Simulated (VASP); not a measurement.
Calculation: PBEsol GGA, VASP's PBE PAW potentials (set 64) (plane waves; VASP).

VASP input:

INCAR:
```
SYSTEM  =  LiF
PREC  =  Accurate; ENCUT  =  620; LREAL  =  F
LASPH  =  T
EDIFF  =  1E-6; NELM  =  100; ALGO  =  Normal
ISMEAR  =  0; SIGMA  =  0.05
GGA  =  PS
IBRION  =  2; NSW  =  40; ISIF  =  3
EDIFFG  =  -0.02; PSTRESS  =  450
LWAVE  =  F; LCHARG  =  F
```

**POSCAR**
```
LiF
1
    0.0000000000     1.8025979648     1.8025979648
    1.8025979648     0.0000000000     1.8025979648
    1.8025979648     1.8025979648     0.0000000000
Li F
1 1
Direct
  0.0000000000   0.0000000000   0.0000000000
  0.5000000000   0.5000000000   0.5000000000
```

File KPOINTS:
```
Automatic mesh
0
Gamma
12 12 12
0 0 0
```

POTCAR, in this order: Li_sv F (PBE.64 set). Program: vasp_std.

The resulting files:

### OSZICAR
```
       N       E                     dE             d eps       ncg     rms          rms(c)
DAV:   1     0.330961869568E+02    0.33096E+02   -0.69067E+03  1384   0.134E+03
DAV:   2    -0.896091475902E+01   -0.42057E+02   -0.41545E+02  1419   0.233E+02
DAV:   3    -0.983337816790E+01   -0.87246E+00   -0.87052E+00  1755   0.312E+01
DAV:   4    -0.984135698132E+01   -0.79788E-02   -0.79758E-02  1657   0.297E+00
DAV:   5    -0.984141182553E+01   -0.54844E-04   -0.54813E-04  1760   0.175E-01    0.431E+00
DAV:   6    -0.936747055698E+01    0.47394E+00   -0.20480E+00  1350   0.125E+01    0.127E+00
DAV:   7    -0.936686795951E+01    0.60260E-03   -0.42805E-02  1577   0.221E+00    0.826E-01
DAV:   8    -0.937074613664E+01   -0.38782E-02   -0.12938E-02  1473   0.154E+00    0.931E-02
DAV:   9    -0.937078064720E+01   -0.34511E-04   -0.10800E-03  1490   0.424E-01    0.453E-02
DAV:  10    -0.937080902503E+01   -0.28378E-04   -0.12489E-04  1381   0.129E-01    0.681E-03
DAV:  11    -0.937080892548E+01    0.99551E-07   -0.27534E-06  1695   0.240E-02
   1 F= -.60805615E+01 E0= -.60805615E+01  d E =-.608056E+01
```

**OUTCAR**
```
------------------------ aborting loop because EDIFF is reached ----------------------------------------
  FORCE on cell =-STRESS in cart. coord.  units (eV):
  Direction    XX          YY          ZZ          XY          YZ          ZX
  --------------------------------------------------------------------------------------
  Total        3.3006147      3.3006147      3.3006147      0.0000000      0.0000000      0.0000000
  in kB      451.4179120    451.4179120    451.4179120      0.0000000      0.0000000      0.0000000
  external PRESSURE =       1.4179120 kB  Pullay stress =     450.0000000 kB
  volume of cell :       11.71
      direct lattice vectors                 reciprocal lattice vectors
     0.000000000  1.802597965  1.802597965    -0.277377435  0.277377435  0.277377435
     1.802597965  0.000000000  1.802597965     0.277377435 -0.277377435  0.277377435
     1.802597965  1.802597965  0.000000000     0.277377435  0.277377435 -0.277377435
  FREE ENERGIE OF THE ION-ELECTRON SYSTEM (eV)
  ---------------------------------------------------
  free  energy   TOTEN  =        -9.3708089255 eV

  energy  without entropy=       -9.3708089255  energy(sigma->0) =       -9.37080893
  enthalpy is  TOTEN    =        -6.0805615132 eV   P V=        3.2902474123

 reached required accuracy - stopping structural energy minimisation
```
(Selected blocks of OUTCAR.)

The compound is LiF in the rock salt structure. It was relaxed first under an external pressure of 45 GPa.
